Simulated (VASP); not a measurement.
An input for Quantum ESPRESSO's pw.x (written as the equivalent of a VASP run, and not itself run):

```
&CONTROL
  calculation = 'vc-relax'
  pseudo_dir = './pseudo'
  outdir = './out'
  tprnfor = .true.
  tstress = .true.
  nstep = 40
  forc_conv_thr = 0.00078
/
&SYSTEM
  ibrav = 0
  nat = 3
  ntyp = 2
  ecutwfc = 76
  occupations = 'smearing'
  smearing = 'methfessel-paxton'
  degauss = 0.00735
  input_dft = 'pbe'
/
&ELECTRONS
  conv_thr = 7.3e-08
  electron_maxstep = 100
/
&IONS
/
&CELL
  press = 300
/
ATOMIC_SPECIES
  Al 26.982 Al.upf
  Au 196.967 Au.upf
CELL_PARAMETERS angstrom
    -0.0000000    2.8475158    2.8475158
     2.8475158    0.0000000    2.8475158
     2.8475158    2.8475158   -0.0000000
ATOMIC_POSITIONS crystal
  Al   0.2500000  0.2500000  0.2500000
  Al   0.7500000  0.7500000  0.7500000
  Au   1.0000000  0.0000000  1.0000000
K_POINTS automatic
  9 9 9 0 0 0
```

Problem. Write the VASP files for the same calculation (PBE).

Solution. Several could match; the one computed here: 
### INCAR
```
NELM  =  100   ! most electronic steps
ALGO  =  Normal
LCHARG  =  F
LASPH  =  T
PSTRESS  =  300   ! kbar
ISMEAR  =  1   ! Methfessel-Paxton
SIGMA  =  0.1
LREAL  =  F   ! projection in real space or not
LWAVE  =  F
LMAXMIX  =  6
PREC  =  Accurate
ISIF  =  3   ! ions, shape and volume
SYSTEM  =  AuAl2
NSW  =  40   ! most ionic steps
EDIFFG  =  -0.02   ! ionic stop
ENCUT  =  500
GGA  =  PE   ! PBE
EDIFF  =  1E-6
IBRION  =  2
```

**KPOINTS**
```
kpoints
0
Gamma
9 9 9
```

File POSCAR:
```
AuAl2
1.0
  0.0000000000   2.8475158030   2.8475158030
  2.8475158030   0.0000000000   2.8475158030
  2.8475158030   2.8475158030   0.0000000000
Al Au
2 1
Cartesian
  1.4237579015   1.4237579015   1.4237579015
  4.2712737045   4.2712737045   4.2712737045
  2.8475158030   5.6950316060   2.8475158030
```

POTCAR, in this order: Al Au (PBE.64 set). Program: vasp_std.

Limits of the translation: the potentials are each code's own (VASP's PAW set, PseudoDojo norm-conserving files in pw.x), so ENCUT and ecutwfc are chosen apart and not converted; conv_thr bounds pw.x's estimated SCF error, while EDIFF bounds the energy change between steps; forc_conv_thr acts on force components and is met together with etot_conv_thr.

The compound is AuAl2 in the fluorite structure. It was relaxed first under an external pressure of 30 GPa.
